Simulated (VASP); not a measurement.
# SrHfN2 (R-3m) in VASP: a series of runs

The runs below take SrHfN2 through single point, with LDA.

Program: VASP 6.6.1. These are calculated values, not measurements. Logs are shortened: lines on timing, memory, paths and dates and some standing lists are left out, and cuts for length are marked.

## Step 1: The structure

It takes space group R-3m (No. 166, trigonal). The conventional cell has a = 3.357 Å, b = 3.357 Å, c = 17.766 Å, α = 90.00°, β = 90.00°, γ = 120.00°. Sr (site symmetry -3m) has 6 N at 2.64 Å as nearest neighbours. Hf (site symmetry -3m) has 6 N at 2.26 Å as nearest neighbours. Around N (site symmetry 3m) lie 3 Hf at 2.26 Å.

The cell comes from a database or a generator and needn't be the stable form of this composition.

## Step 2: Single point, LDA

INCAR

```
SYSTEM = SrHfN2
  PREC = Accurate
  ENCUT = 520
  EDIFF = 1E-7
  ISMEAR = 0
  SIGMA = 0.01
  LREAL = .False.
  LASPH = .True.
  NELM = 100
  ALGO = Normal
  ISIF = 2
  LWAVE = .False.
  LCHARG = .False.
  GGA = CA
  NBANDS = 23
```

KPOINTS

```
Automatic mesh
0
Gamma
  7 7 7
  0 0 0
```

POSCAR

```
SrHfN2
1.0
    6.2310740000      0.0000000000      0.0000000000
    5.3269271661      3.2326661072      0.0000000000
    5.3269271661      1.4898922969      2.8688588505
Sr Hf N
1 1 2
Direct
    0.0000000000      0.0000000000      0.0000000000
    0.5000000000      0.5000000000      0.5000000000
    0.2326320000      0.2326320000      0.2326320000
    0.7673680000      0.7673680000      0.7673680000
```

Potentials or basis: VASP PAW LDA potentials, release 64 (Sr_sv, Hf_pv, N).

Run with:

```
> cat potpaw_LDA.64/Sr_sv/POTCAR potpaw_LDA.64/Hf_pv/POTCAR potpaw_LDA.64/N/POTCAR > POTCAR
> mpirun -np 1 vasp_std > vasp.out
```

OUTCAR:

```text
SYSTEM = SrHfN2
   PREC = Accurate
   ENCUT = 520
   EDIFF = 1E-7
   ISMEAR = 0
   LREAL = .False.
   LASPH = .True.
   NELM = 100
   ISIF = 2
   GGA = CA

 ion  position               nearest neighbor table
   1  0.000  0.000  0.000-   4 2.64   3 2.64   4 2.64   3 2.64   3 2.64   4 2.64   2 3.54   2 3.54
                             2 3.54   2 3.54   2 3.54   2 3.54
   2  0.500  0.500  0.500-   3 2.26   4 2.26   4 2.26   3 2.26   4 2.26   3 2.26   1 3.54   1 3.54
                             1 3.54   1 3.54   1 3.54   1 3.54
   3  0.233  0.233  0.233-   2 2.26   2 2.26   2 2.26   1 2.64   1 2.64   1 2.64
   4  0.767  0.767  0.767-   2 2.26   2 2.26   2 2.26   1 2.64   1 2.64   1 2.64

  LATTYP: Found a trigonal (rhomboedric) cell.
 ALAT       =     6.2310740000
 COS(alpha) =     0.8548971118

  Lattice vectors:

 A1 = (   6.2310740000,   0.0000000000,   0.0000000000)
 A2 = (   5.3269271661,   3.2326661072,   0.0000000000)
 A3 = (   5.3269271661,   1.4898922969,   2.8688588505)

Analysis of symmetry for initial positions (statically):
=====================================================================
 Subroutine PRICEL returns:
 Original cell was already a primitive cell.

 Routine SETGRP: Setting up the symmetry group for a
 trigonal (rhombohedral) supercell.

 Subroutine GETGRP returns: Found 12 space group operations
 (whereof 12 operations were pure point group operations)
 out of a pool of 12 trial point group operations.

The static configuration has the point symmetry D_3d.

Analysis of symmetry for dynamics (positions and initial velocities):
=====================================================================
 Subroutine PRICEL returns:
 Original cell was already a primitive cell.

 Routine SETGRP: Setting up the symmetry group for a
 trigonal (rhombohedral) supercell.

 Subroutine GETGRP returns: Found 12 space group operations
 (whereof 12 operations were pure point group operations)
 out of a pool of 12 trial point group operations.

The dynamic configuration has the point symmetry D_3d.

 Subroutine INISYM returns: Found 12 space group operations
 (whereof 12 operations are pure point group operations),
 and found     1 'primitive' translations

----------------------------------------------------------------------------------------

                                     Primitive cell

  volume of cell :      57.7874

  direct lattice vectors                    reciprocal lattice vectors
     6.231074000  0.000000000  0.000000000     0.160485977 -0.264455741 -0.160651522
     5.326927166  3.232666107  0.000000000     0.000000000  0.309342186 -0.160651522
[... 92 lines left out ...]
   NSW    =      0    number of steps for IOM
   IBRION =     -1    ionic relax: 0-MD 1-quasi-New 2-CG
   NFREE  =      0    steps in history (QN), initial steepest desc. (CG)
   ISIF   =      2    stress and relaxation
   ISYM   =      2    0-nonsym 1-usesym 2-fastsym
   POTIM  = 0.5000    time-step for ionic-motion
   TEBEG  =    0.0;   TEEND  =   0.0 temperature during run
   PSTRESS=    0.0 pullay stress
   NELECT =      30.0000    total number of electrons
   NUPDOWN=      -1.0000    fix difference up-down
   EMIN   =  10.00;   EMAX   =-10.00  energy-range for DOS
   EFERMI =   0.00;   METHOD = LEGACY
   ISMEAR =     0;   SIGMA  =   0.01  broadening in eV -4-tet -1-fermi 0-gaus
   EFERMI_NEDOS =   21; number of points for ismear=-14 and -15
   IALGO  =     38    algorithm
   IMIX   =      4    mixing-type and parameters
     AMIX     =   0.40;   BMIX     =  1.00
     AMIX_MAG =   1.60;   BMIX_MAG =  1.00
  volume/ion in A,a.u.               =      14.45        97.49
  Fermi-wavevector in a.u.,A,eV,Ry     =   1.315743  2.486393 23.554115  1.731179
  Thomas-Fermi vector in A             =   2.445904
   LORBIT       =      0    0 simple, 1 ext, 2 COOP (PROOUT), +10 PAW based schemes
   GGA     = CA    functional components
   LHFCALC =     F    Hartree Fock is set to
   AEXX    =    0.0000 exact exchange contribution
   IVDW    =     0    specifies the selected vdW correction
   LEPSILON=     F    determine dielectric tensor
   LRPA    =     F    only Hartree local field effects (RPA)
 non-spin polarized calculation
 Gauss-broadening in eV      SIGMA  =   0.01
  energy-cutoff  :      520.00
  volume of cell :       57.79
 maximum number of plane-waves:      1573
   NGX = 23   NGY = 23   NGZ = 23

 number of electron      30.0000001 magnetization

 Free energy of the ion-electron system (eV)
  ---------------------------------------------------
  ext. energy  EPLUGINS =         0.00000000
  ---------------------------------------------------
  free energy    TOTEN  =       -37.07861969 eV

  energy without entropy =      -37.07861969  energy(sigma->0) =      -37.07861969

 E-fermi :   4.3271     XC(G=0): -11.5637

 val. band max:        4.2683649867   @ k =   0.0000   0.0000   0.0000
 cond. band min:       4.5632324780   @ k =  -0.4286  -0.4286   0.1429
 fundamental gap:      0.2948674913
 Fermi energy:         4.3271138380

 k-point     1 :       0.0000    0.0000    0.0000
  band No.  band energies     occupation
      1     -29.4634      2.00000
      2     -25.6074      2.00000
      3     -25.2715      2.00000
      4     -25.2715      2.00000
      5     -12.0502      2.00000
      6     -11.0429      2.00000
[... 613 lines left out ...]
     22      11.1290      0.00000
     23      11.3883      0.00000

 [... further k-points ...]

------------------------ aborting loop because EDIFF is reached ----------------------------------------

  FORCE on cell =-STRESS in cart. coord.  units (eV):
  Direction    XX          YY          ZZ          XY          YZ          ZX
  --------------------------------------------------------------------------------------
  -------------------------------------------------------------------------------------
  Total       -3.3600707     -3.4018916     -3.4041310      0.0126896      0.0021560      0.0077087
  in kB      -93.1592658    -94.3187677    -94.3808562      0.3518241      0.0597772      0.2137260
  external PRESSURE =     -93.9529633 kB  Pullay stress =       0.0000000 kB

 VOLUME and BASIS-vectors are now :
 -----------------------------------------------------------------------------
  energy-cutoff  :      520.00
  volume of cell :       57.79
      direct lattice vectors                 reciprocal lattice vectors
     6.231074000  0.000000000  0.000000000     0.160485977 -0.264455741 -0.160651522
     5.326927166  3.232666107  0.000000000     0.000000000  0.309342186 -0.160651522
     5.326927166  1.489892297  2.868858851     0.000000000  0.000000000  0.348570652

 POSITION                                       TOTAL-FORCE (eV/Angst)
 -----------------------------------------------------------------------------------
      0.00000      0.00000      0.00000        -0.000000      0.000000      0.000000
      8.44246      2.36128      1.43443         0.000000      0.000000      0.000000
      3.92797      1.09862      0.66739        -0.223033     -0.062380     -0.037895
     12.95695      3.62394      2.20147         0.223033      0.062380      0.037895
 -----------------------------------------------------------------------------------
    total drift:                                0.000000      0.000000      0.000000

  FREE ENERGIE OF THE ION-ELECTRON SYSTEM (eV)
  ---------------------------------------------------
  free  energy   TOTEN  =       -37.0786196889 eV

  energy  without entropy=      -37.0786196889  energy(sigma->0) =      -37.07861969
```

stdout:

```text
POSCAR found type information on POSCAR SrHfN
 POSCAR found :  3 types and       4 ions
 scaLAPACK will be used
 LDA part: xc-table for (Slater(with rela. corr.)+CA(PZ))
 , standard interpolation
 POSCAR, INCAR and KPOINTS ok, starting setup
 FFT: planning ... GRIDC
 FFT: planning ... GRID_SOFT
 FFT: planning ... GRID
 WAVECAR not read
 entering main loop
```

Run time: 99 s. Hardware: 1 thread of Intel Xeon Platinum 8488C (Sapphire Rapids), shared host; peak memory 0.31 GiB.

Results:

- Free energy: -37.0786 eV
- Pressure: -9.4 GPa
- Largest force: 0.235 eV/Å
- Band gap on the k mesh: 0.29 eV, indirect (least direct gap 0.86 eV)

Forces on the atoms (eV/Å):
```
Sr   0.000  0.000  0.000
Hf   0.000  0.000  0.000
N   -0.223 -0.062 -0.038
N    0.223  0.062  0.038
```

Stress tensor (GPa, compression positive):
```
-9.32  0.04  0.02
 0.04 -9.43  0.01
 0.02  0.01 -9.44
```

Caveat: spin-orbit coupling is left out, which moves the levels of the heavy elements; an odd mesh through Γ misses points on the zone boundary, where band edges often lie.

## Step 3: Single point, LDA

INCAR

```
ALGO = Normal ; EDIFF = 1E-7
ENCUT = 520 ; GGA = CA
ISIF = 2 ; ISMEAR = 0
LASPH = True ; LCHARG = False
LREAL = False ; LWAVE = False
NBANDS = 23 ; NELM = 100
PREC = Accurate ; SIGMA = 0.01
```

KPOINTS

```
k-points
0
Gamma
  7 7 7
```

POSCAR is that of step 2.

Potentials or basis: VASP PAW LDA potentials, release 64 (Sr_sv, Hf_pv, N).

Run with:

```
> cat potpaw_LDA.64/Sr_sv/POTCAR potpaw_LDA.64/Hf_pv/POTCAR potpaw_LDA.64/N/POTCAR > POTCAR
> mpirun -np 1 vasp_std > vasp.out
```

OUTCAR:

```text
EDIFF = 1E-7
   ENCUT = 520
   GGA = CA
   ISIF = 2
   ISMEAR = 0
   LASPH = True
   LREAL = False
   NELM = 100
   PREC = Accurate

 ion  position               nearest neighbor table
   1  0.000  0.000  0.000-   4 2.64   3 2.64   4 2.64   3 2.64   3 2.64   4 2.64   2 3.54   2 3.54
                             2 3.54   2 3.54   2 3.54   2 3.54
   2  0.500  0.500  0.500-   3 2.26   4 2.26   4 2.26   3 2.26   4 2.26   3 2.26   1 3.54   1 3.54
                             1 3.54   1 3.54   1 3.54   1 3.54
[... 829 lines left out ...]
  --------------------------------------------------------------------------------------
  -------------------------------------------------------------------------------------
  Total       -3.3600707     -3.4018916     -3.4041310      0.0126896      0.0021560      0.0077087
  in kB      -93.1592658    -94.3187677    -94.3808562      0.3518241      0.0597772      0.2137260
  external PRESSURE =     -93.9529633 kB  Pullay stress =       0.0000000 kB

 VOLUME and BASIS-vectors are now :
 -----------------------------------------------------------------------------
  energy-cutoff  :      520.00
  volume of cell :       57.79
      direct lattice vectors                 reciprocal lattice vectors
     6.231074000  0.000000000  0.000000000     0.160485977 -0.264455741 -0.160651522
     5.326927166  3.232666107  0.000000000     0.000000000  0.309342186 -0.160651522
     5.326927166  1.489892297  2.868858851     0.000000000  0.000000000  0.348570652

 POSITION                                       TOTAL-FORCE (eV/Angst)
 -----------------------------------------------------------------------------------
      0.00000      0.00000      0.00000        -0.000000      0.000000      0.000000
      8.44246      2.36128      1.43443         0.000000      0.000000      0.000000
      3.92797      1.09862      0.66739        -0.223033     -0.062380     -0.037895
     12.95695      3.62394      2.20147         0.223033      0.062380      0.037895
 -----------------------------------------------------------------------------------
    total drift:                                0.000000      0.000000      0.000000

  FREE ENERGIE OF THE ION-ELECTRON SYSTEM (eV)
  ---------------------------------------------------
  free  energy   TOTEN  =       -37.0786196889 eV

  energy  without entropy=      -37.0786196889  energy(sigma->0) =      -37.07861969
```

stdout:

```text
POSCAR found type information on POSCAR SrHfN
 POSCAR found :  3 types and       4 ions
 scaLAPACK will be used
 LDA part: xc-table for (Slater(with rela. corr.)+CA(PZ))
 , standard interpolation
 POSCAR, INCAR and KPOINTS ok, starting setup
 FFT: planning ... GRIDC
 FFT: planning ... GRID_SOFT
 FFT: planning ... GRID
 WAVECAR not read
 entering main loop
```

Run time: 90 s. Hardware: 1 thread of Intel Xeon Platinum 8488C (Sapphire Rapids), shared host; peak memory 0.3 GiB.

Results:

```yaml
Free_energy: -37.0786 eV
Pressure: -9.4 GPa
Largest_force: 0.235 eV/Å
Band_gap_on_the_k_mesh: 0.29 eV, indirect (least direct gap 0.86 eV)
```

Forces in eV/Å, atoms in the order of the input:
```
Sr   0.000  0.000  0.000
Hf   0.000  0.000  0.000
N   -0.223 -0.062 -0.038
N    0.223  0.062  0.038
```

Levels at points of the mesh, in eV from the valence-band top:
```
           k point  band 13  band 14  band 15  band 16  band 17  band 18
(0.00, 0.00, 0.00)    -0.21     0.00     0.00     2.24     2.91     2.91
```

Caveat: spin-orbit coupling is left out, which moves the levels of the heavy elements; an odd mesh through Γ misses points on the zone boundary, where band edges often lie. A hybrid or GW would open this gap; LDA tends to underestimate it.
